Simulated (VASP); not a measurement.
OSZICAR of a VASP run on CeO2 (fluorite):

**OSZICAR**
```
       N       E                     dE             d eps       ncg     rms          rms(c)
DAV:   1     0.429474793223E+03    0.42947E+03   -0.25577E+00   544   0.193E+01    0.300E+00
DAV:   2     0.428444077552E+03   -0.10307E+01   -0.11752E+01   712   0.343E+01    0.561E+00
DAV:   3     0.428940052088E+03    0.49597E+00   -0.12725E+00   840   0.112E+01    0.346E+00
DAV:   4     0.428595876653E+03   -0.34418E+00   -0.99970E-02   808   0.278E+00    0.424E+00
DAV:   5     0.430464764829E+03    0.18689E+01   -0.13780E+00   744   0.880E+00    0.126E+00
DAV:   6     0.431428289341E+03    0.96352E+00   -0.22428E-01   640   0.480E+00    0.739E-01
DAV:   7     0.431623566154E+03    0.19528E+00   -0.43919E-01   640   0.662E+00    0.219E+00
DAV:   8     0.431933507829E+03    0.30994E+00   -0.25452E-01   656   0.490E+00    0.401E-01
DAV:   9     0.431790756784E+03   -0.14275E+00   -0.60505E-02   688   0.233E+00    0.310E-01
DAV:  10     0.431976504274E+03    0.18575E+00   -0.82029E-03   808   0.100E+00    0.817E-02
DAV:  11     0.431954428546E+03   -0.22076E-01   -0.25411E-03   752   0.517E-01    0.140E-01
DAV:  12     0.432061086501E+03    0.10666E+00   -0.32834E-03   680   0.578E-01    0.120E-01
DAV:  13     0.431995592811E+03   -0.65494E-01   -0.19609E-03   544   0.463E-01    0.577E-02
DAV:  14     0.432020447549E+03    0.24855E-01   -0.40366E-04   896   0.204E-01    0.363E-02
DAV:  15     0.432028776326E+03    0.83288E-02   -0.10923E-04   672   0.112E-01    0.160E-02
DAV:  16     0.432031366646E+03    0.25903E-02   -0.11900E-05   832   0.292E-02    0.133E-02
DAV:  17     0.432027682862E+03   -0.36838E-02   -0.69093E-06   560   0.299E-02    0.761E-03
DAV:  18     0.432023607443E+03   -0.40754E-02   -0.72030E-06   664   0.252E-02    0.368E-03
DAV:  19     0.432025300397E+03    0.16930E-02   -0.17404E-06   352   0.144E-02    0.578E-03
DAV:  20     0.432025691549E+03    0.39115E-03   -0.58035E-07   328   0.841E-03    0.270E-03
DAV:  21     0.432024442039E+03   -0.12495E-02   -0.16801E-07   296   0.541E-03    0.226E-03
DAV:  22     0.432025011736E+03    0.56970E-03   -0.77240E-08   304   0.323E-03    0.197E-03
DAV:  23     0.432024410551E+03   -0.60118E-03   -0.99375E-08   288   0.372E-03    0.145E-03
DAV:  24     0.432023913208E+03   -0.49734E-03   -0.10229E-07   280   0.238E-03    0.346E-04
DAV:  25     0.432023935124E+03    0.21916E-04   -0.21441E-08   264   0.194E-03    0.324E-04
DAV:  26     0.432023904903E+03   -0.30221E-04   -0.77287E-09   256   0.105E-03    0.234E-04
DAV:  27     0.432023852244E+03   -0.52658E-04   -0.48186E-09   256   0.800E-04    0.201E-04
DAV:  28     0.432023796369E+03   -0.55875E-04   -0.31417E-09   256   0.727E-04    0.164E-04
DAV:  29     0.432023772478E+03   -0.23891E-04   -0.21113E-09   256   0.583E-04    0.170E-04
DAV:  30     0.432023692966E+03   -0.79512E-04   -0.22944E-09   256   0.597E-04    0.799E-05
DAV:  31     0.432023658596E+03   -0.34370E-04   -0.22619E-09   256   0.498E-04    0.884E-05
DAV:  32     0.432023643164E+03   -0.15432E-04   -0.13769E-09   256   0.449E-04    0.272E-05
DAV:  33     0.432023640379E+03   -0.27852E-05   -0.11161E-09   256   0.320E-04    0.496E-05
DAV:  34     0.432023638559E+03   -0.18205E-05   -0.98421E-10   256   0.305E-04    0.341E-05
DAV:  35     0.432023634553E+03   -0.40057E-05   -0.92449E-10   256   0.235E-04    0.419E-05
DAV:  36     0.432023638046E+03    0.34931E-05   -0.87379E-10   256   0.238E-04    0.240E-05
DAV:  37     0.432023639722E+03    0.16757E-05   -0.87372E-10   256   0.195E-04    0.275E-05
DAV:  38     0.432023639872E+03    0.15075E-06   -0.86783E-10   256   0.198E-04
   1 F= 0.43202364E+03 E0= 0.43202364E+03  d E =-.342856E-15
       N       E                     dE             ncg
       N       E                     dE             ncg
       N       E                     dE             ncg
       N       E                     dE             ncg
       N       E                     dE             ncg
```

Question: Which electronic solver shows in the log?

Answer: It is blocked Davidson (ALGO = Normal, or the opening steps of other solvers). The INCAR had ALGO = Normal.

Question: How was spin treated?

Answer: Without spin polarisation: there is no mag entry.

Question: Can the final energy be trusted as converged?

Answer: The calculation finished and met its thresholds. It stopped with EDIFF = 1E-6, NELM = 200 (modified Becke-Johnson potential (mBJ), plane waves, VASP's PBE PAW potentials (set 64)). mBJ is a potential without an energy functional, so only the levels count.

The compound is CeO2 in the fluorite structure. It was relaxed first. The cell's shape comes from a PBE relaxation. The run is not spin-polarised, so no magnetic state was tried.
